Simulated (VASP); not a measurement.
Output of a VASP run:

OSZICAR:
```
       N       E                     dE             d eps       ncg     rms          rms(c)
DAV:   1     0.227219552746E+03    0.22722E+03   -0.12295E+04  6160   0.157E+03
DAV:   2    -0.835722435703E+01   -0.23558E+03   -0.22912E+03  6156   0.385E+02
DAV:   3    -0.503183470842E+02   -0.41961E+02   -0.40848E+02  8826   0.173E+02
DAV:   4    -0.522053628066E+02   -0.18870E+01   -0.18130E+01  8734   0.390E+01
DAV:   5    -0.522480355181E+02   -0.42673E-01   -0.42282E-01  8398   0.501E+00    0.237E+01
DAV:   6    -0.415461474339E+02    0.10702E+02   -0.10061E+02 11300   0.160E+02    0.369E+01
DAV:   7    -0.401676889354E+02    0.13785E+01   -0.88791E+00  7776   0.472E+01    0.187E+01
DAV:   8    -0.402024428084E+02   -0.34754E-01   -0.25454E+00 10382   0.251E+01    0.115E+01
DAV:   9    -0.408926131758E+02   -0.69017E+00   -0.11441E+00  9106   0.222E+01    0.168E+00
DAV:  10    -0.408656268483E+02    0.26986E-01   -0.30839E-01 10160   0.117E+01    0.645E-01
DAV:  11    -0.409160935604E+02   -0.50467E-01   -0.60861E-02  8654   0.288E+00    0.526E-01
DAV:  12    -0.409160734346E+02    0.20126E-04   -0.83999E-03 10652   0.167E+00    0.294E-01
DAV:  13    -0.409203724198E+02   -0.42990E-02   -0.17147E-02 10706   0.191E+00    0.164E-01
DAV:  14    -0.409208578934E+02   -0.48547E-03   -0.13172E-03  8716   0.480E-01    0.120E-01
DAV:  15    -0.409210309955E+02   -0.17310E-03   -0.20644E-03  8820   0.425E-01    0.650E-02
DAV:  16    -0.409211579039E+02   -0.12691E-03   -0.46565E-04  8486   0.258E-01    0.467E-02
DAV:  17    -0.409211519162E+02    0.59877E-05   -0.15984E-04  9072   0.136E-01    0.143E-02
DAV:  18    -0.409211559609E+02   -0.40447E-05   -0.44211E-05  8950   0.645E-02    0.674E-03
DAV:  19    -0.409211562917E+02   -0.33076E-06   -0.35364E-06  6022   0.291E-02
   1 F= -.40921156E+02 E0= -.40918276E+02  d E =-.576022E-02  mag=    -0.0000
```

OUTCAR:
```
------------------------ aborting loop because EDIFF is reached ----------------------------------------
  FORCE on cell =-STRESS in cart. coord.  units (eV):
  Direction    XX          YY          ZZ          XY          YZ          ZX
  --------------------------------------------------------------------------------------
  Total       -5.0061641     -5.0061641     -5.0061641      0.3302060      0.3302060      0.3302060
  in kB     -184.9468920   -184.9468920   -184.9468920     12.1990743     12.1990743     12.1990743
  external PRESSURE =    -184.9468920 kB  Pullay stress =       0.0000000 kB
  volume of cell :       43.37
      direct lattice vectors                 reciprocal lattice vectors
     4.426559000  2.213280000  2.213280000     0.338863727 -0.112954593 -0.112954593
     2.213280000  4.426559000  2.213280000    -0.112954593  0.338863727 -0.112954593
     2.213280000  2.213280000  4.426559000    -0.112954593 -0.112954593  0.338863727
 POSITION                                       TOTAL-FORCE (eV/Angst)
 -----------------------------------------------------------------------------------
      0.00000      0.00000      0.00000        -0.000000     -0.000000     -0.000000
      4.42656      4.42656      4.42656        -0.000000     -0.000000      0.000000
      2.21328      2.21328      2.21328         0.000000      0.000000     -0.000000
      6.63984      6.63984      6.63984         0.000000      0.000000      0.000000
 -----------------------------------------------------------------------------------
    total drift:                                0.000000     -0.000000      0.000000
  FREE ENERGIE OF THE ION-ELECTRON SYSTEM (eV)
  ---------------------------------------------------
  free  energy   TOTEN  =       -40.9211562917 eV

  energy  without entropy=      -40.9153960671  energy(sigma->0) =      -40.91827618

 total charge

# of ion       s       p       d       tot
------------------------------------------
    1        0.261   0.314   6.052   6.627
    2        0.261   0.314   6.052   6.627
    3        1.581   3.472   0.000   5.053
    4        1.581   3.472   0.000   5.053
--------------------------------------------------
tot          3.684   7.573  12.103  23.360

 magnetization (x)

# of ion       s       p       d       tot
------------------------------------------
    1        0.018   0.012   3.812   3.842
    2       -0.018  -0.012  -3.812  -3.842
    3        0.000   0.000   0.000   0.000
    4        0.000   0.000   0.000   0.000
--------------------------------------------------
tot          0.000   0.000   0.000   0.000
```
(Selected blocks of OUTCAR.)

**POSCAR**
```
FeO
1
    4.4265590000     2.2132800000     2.2132800000
    2.2132800000     4.4265590000     2.2132800000
    2.2132800000     2.2132800000     4.4265590000
Fe O
2 2
Direct
  0.0000000000   0.0000000000   0.0000000000
  0.5000000000   0.5000000000   0.5000000000
  0.2500000000   0.2500000000   0.2500000000
  0.7500000000   0.7500000000   0.7500000000
```

Reconstruct the remaining input files.

One answer among several that fit: the input of the run itself, r2SCAN meta-GGA + U (Dudarev), plane waves, VASP's PBE PAW potentials (set 64).

KPOINTS:
```
kpoints
0
gamma
 9 9 9
0.5 0.5 0.5
```

**INCAR**
```
# general
SYSTEM  =FeO
PREC    =Accurate
ENCUT   =400
LREAL   =.False.   # projection in real space or not
LASPH   =.True.

# electronic loop
EDIFF   =1E-6   # SCF stop (eV)
NELM    =100   # most electronic steps
ALGO    =Normal
LMAXMIX =4   # l cut-off of mixed one-centre charges
LMIXTAU =.True.

# smearing
ISMEAR  =0   # Gaussian
SIGMA   =0.05   # width (eV)

# functional
METAGGA =R2SCAN

# spin
ISPIN   =2   # spin-polarised
MAGMOM  =4.0 -4.0 2*0.0

# DFT+U
LDAU    =.True.
LDAUTYPE=2
LDAUL   =2 -1
LDAUU   =5.3 0
LDAUJ   =0 0

# ions
ISIF    =2

# output
LWAVE   =.False.
LCHARG  =.False.
LORBIT  =11
```

POTCAR, in this order: Fe O (PBE.64 set). Program: vasp_std.

At this cut-off the stress carries a Pulay error, which pulls relaxed volumes low.

The structure is a typed FeO crystal. The cell was not relaxed at this level. The run is one of a series of settings (GGA removed, LMIXTAU = .TRUE., METAGGA = R2SCAN against the base run), some of them coarse on purpose. A gapless solution with U can be a metastable orbital state.
